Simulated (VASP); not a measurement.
## AgF in VASP 6.6.1, relaxation

INCAR

```
GGA = CA
EDIFF = 1E-7
PREC = Low
ISMEAR = -1
NBANDS = 16
LREAL = .FALSE.
SIGMA = 0.02
LWAVE = .FALSE.
ISIF = 3
ENCUT = 600
LASPH = .TRUE.
EDIFFG = -5E-3
IBRION = 2
NSW = 40
LCHARG = .FALSE.
NELM = 99
```

KPOINTS

```
KPOINTS created by Atomic Simulation Environment
0
Gamma
8 8 8
0 0 0
```

POSCAR

```
Ag F
 1.0000000000000000
    -0.0000000000000000    2.7334358092196527    2.7334358092196531
     2.7334358092196527    0.0000000000000000    2.7334358092196531
     2.7334358092196527    2.7334358092196527   -0.0000000000000000
 Ag  F
   1   1
Cartesian
  0.0000000000000000 -0.0000000000000000  0.0000000000000000
  1.3667179046098263  1.3667179046098263  1.3667179046098266
```

The recommended LDA PAW datasets give the neutral cell 18 valence electrons.

Command

```
mpirun -np 1 vasp_std
```

Q: How does this run end, and what does it give?

A: It converged. Results: relaxed cell vector lengths 3.673, 3.673, 3.673 Å; relaxed cell volume 35.04 Å³.

OSZICAR

```
N       E                     dE             d eps       ncg     rms          rms(c)
DAV:   1     0.109589636468E+03    0.10959E+03   -0.99674E+03   928   0.116E+03
DAV:   2    -0.468638991241E+01   -0.11428E+03   -0.10494E+03  1056   0.258E+02
DAV:   3    -0.817117766126E+01   -0.34848E+01   -0.34769E+01  1160   0.473E+01
DAV:   4    -0.818674843041E+01   -0.15571E-01   -0.15570E-01  1176   0.335E+00
DAV:   5    -0.818688024874E+01   -0.13182E-03   -0.13182E-03  1200   0.306E-01    0.590E+00
DAV:   6    -0.740259565695E+01    0.78428E+00   -0.22640E+00  1144   0.168E+01    0.389E+00
DAV:   7    -0.734527280875E+01    0.57323E-01   -0.19294E-01   944   0.548E+00    0.230E+00
DAV:   8    -0.732491544609E+01    0.20357E-01   -0.93928E-02  1064   0.277E+00    0.702E-01
DAV:   9    -0.732237002431E+01    0.25454E-02   -0.60765E-03  1048   0.639E-01    0.824E-02
DAV:  10    -0.732246383634E+01   -0.93812E-04   -0.16699E-04  1104   0.123E-01    0.787E-02
...
   4 F= -.74601785E+01 E0= -.74600159E+01  d E =-.137741E+00
       N       E                     dE             d eps       ncg     rms          rms(c)
DAV:   1    -0.746054943793E+01   -0.37094E-03   -0.46556E-03   928   0.693E-01    0.139E-01
DAV:   2    -0.746020358177E+01    0.34586E-03   -0.96459E-04   936   0.292E-01    0.340E-02
DAV:   3    -0.746019144612E+01    0.12136E-04   -0.27312E-05   968   0.825E-02    0.272E-02
DAV:   4    -0.746018990831E+01    0.15378E-05   -0.38768E-06  1040   0.184E-02    0.173E-02
DAV:   5    -0.746018920002E+01    0.70829E-06   -0.12468E-06   952   0.847E-03    0.359E-03
DAV:   6    -0.746018906247E+01    0.13756E-06   -0.29145E-07   936   0.647E-03    0.465E-04
DAV:   7    -0.746018906517E+01   -0.27073E-08   -0.23236E-08   472   0.151E-03
   5 F= -.74601891E+01 E0= -.74600264E+01  d E =-.105454E-04
```

```tsv
ionic step	ΔE (meV/atom)	volume (Å³)	largest force (eV/Å)	pressure (GPa)	electronic steps
1	0.0	40.85	0.000	-6.50	14
2	-65.7	36.14	0.000	-1.79	9
3	-68.9	35.10	0.000	-0.13	8
4	-68.9	35.00	0.000	0.07	7
5	-68.9	35.04	0.000	0.00	7
```

 The volume moved far on the plane waves of the start cell, so a restart from CONTCAR is due.

For comparison, a separate LDA relaxation on usual settings, not on those above, ends at 35.02 Å³.
